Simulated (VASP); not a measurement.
Here is the system:

```
MoTe2
1.0
    1.75759    -3.04424     0.00000
    1.75759     3.04424     0.00000
    0.00000     0.00000    14.59183
Te Mo
4 2
Direct
  0.33333   0.66667   0.87302
  0.66667   0.33333   0.37302
  0.66667   0.33333   0.12698
  0.33333   0.66667   0.62698
  0.33333   0.66667   0.25000
  0.66667   0.33333   0.75000
```

The numbers are results of SCAN meta-GGA, VASP's PBE PAW potentials (set 64) (plane waves; VASP 6.6.1), not measurements. Run with 520 eV cut-off, 8×8×2 Γ-centred mesh, tetrahedra with Blöchl corrections, potentials Te Mo_sv.

The cores are frozen, which limits the accuracy of field gradients.

**Question.** Give the principal components of the electric field gradient (V/Å²) and the asymmetry η at each nucleus.

**Answer.** 
```tsv
atom	Vxx	Vyy	Vzz	η
Te1	106.1	106.1	-212.2	0.00
Te2	106.1	106.1	-212.2	0.00
Te3	106.1	106.1	-212.2	0.00
Te4	106.1	106.1	-212.2	0.00
Mo5	34.2	34.2	-68.4	0.00
Mo6	34.2	34.2	-68.4	0.00
```

The compound is MoTe2 in the 2H layered structure. It was relaxed first.
